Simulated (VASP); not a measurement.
Data:

```yaml
crystal:
  lattice:
    - [0.00000, 2.08883, 2.08883]
    - [2.08883, 0.00000, 2.08883]
    - [2.08883, 2.08883, 0.00000]
  atoms:
    - { symbol: Au, position: [0.00000, 0.00000, 0.00000] }
```

All values below come from PBE GGA with D3 dispersion (zero damping), VASP's PBE PAW potentials (set 64) (plane waves; VASP 6.6.1). Settings: 520 eV cut-off, 15×15×15 Γ-centred mesh, first-order Methfessel-Paxton smearing of 0.10 eV, potentials Au.

Question: The job: Au (fcc), 1 atom, PBE-D3 (zero damping), static run, 520 eV, 15×15×15 Γ-centred mesh. Roughly how much core time does it take on a busy server core?

Answer: About 30 core-seconds (one run on a shared machine, a rough figure). It had 120 irreducible k-points, 9 bands, up to 531 plane waves and 12 electronic steps.

The compound is Au in the fcc structure. This cell is one point of a volume scan, at 1.06 of the reference volume.
